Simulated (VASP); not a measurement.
Computed with LDA (Ceperley-Alder, Perdew-Zunger), VASP's LDA PAW potentials (set 64) (plane waves; VASP 6.6.1).

VASP ran on this input.

File KPOINTS:
```
Automatic mesh
0
Gamma
18 18 18
0 0 0
```

**INCAR**
```
# general
SYSTEM  =  Al
PREC    =  Accurate
ENCUT   =  400
LREAL   =  F
LASPH   =  T

# electronic loop
EDIFF   =  1E-7
NELM    =  100
ALGO    =  Normal

# smearing
ISMEAR  =  -5

# ions
ISIF    =  2

# output
LWAVE   =  F
LCHARG  =  T
LORBIT  =  11
NEDOS   =  601
```

POSCAR:
```
Al
1
    0.0000000000     1.9901685717     1.9901685717
    1.9901685717     0.0000000000     1.9901685717
    1.9901685717     1.9901685717     0.0000000000
Al
1
Direct
  0.0000000000   0.0000000000   0.0000000000
```

POTCAR, in this order: Al (LDA.64 set). Program: vasp_std.

Problem. What does the run give for the energy per atom (σ→0), band gap (on the k-mesh)?

Solution. 
The energy per atom (σ→0) is -4.192 eV/atom and the band gap (on the k-mesh) is none (metal, semimetal or under 0.01 eV).

OSZICAR:
```
...
DAV:   4    -0.422191678860E+01   -0.24993E-04   -0.25748E-04  2640   0.115E-01
DAV:   5    -0.422191684784E+01   -0.59232E-07   -0.59422E-07  2700   0.472E-03    0.146E+00
DAV:   6    -0.420378129381E+01    0.18136E-01   -0.23558E-03  2270   0.309E-01    0.820E-01
DAV:   7    -0.419212637712E+01    0.11655E-01   -0.59526E-03  2290   0.482E-01    0.171E-01
DAV:   8    -0.419211347267E+01    0.12904E-04   -0.30484E-05  2580   0.553E-02    0.128E-02
DAV:   9    -0.419211452498E+01   -0.10523E-05   -0.20670E-07  2530   0.311E-03    0.114E-03
DAV:  10    -0.419211459381E+01   -0.68827E-07   -0.26812E-09  1760   0.491E-04
   1 F= -.41921146E+01 E0= -.41921146E+01  d E =0.000000E+00
```

The structure comes from a computed database's Al entry (Fm-3m); how it stands against other phases isn't given here. It was relaxed first.
